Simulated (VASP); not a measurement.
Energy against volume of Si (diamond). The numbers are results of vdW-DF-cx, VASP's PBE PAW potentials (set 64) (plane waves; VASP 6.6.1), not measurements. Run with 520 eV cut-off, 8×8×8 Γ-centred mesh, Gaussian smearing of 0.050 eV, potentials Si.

| V (Å³/atom) | E (eV/atom) |
|---|---|
| 19.587 | -4.35923 |
| 20.193 | -4.36484 |
| 20.799 | -4.35989 |
| 21.405 | -4.34592 |

Task: Fit these four points and predict the energy of the run at 18.982 Å³/atom.

Result: A cubic in V^(−2/3), the third-order Birch-Murnaghan form, passes through the four points with V0 = 20.20 Å³/atom and B0 = 93 GPa, and gives -4.3413 eV/atom there. The run gave -4.3412 eV/atom, +0.0 meV/atom from the fit; all five points give B0 = 93 GPa.

The compound is Si in the diamond structure. It was relaxed first.
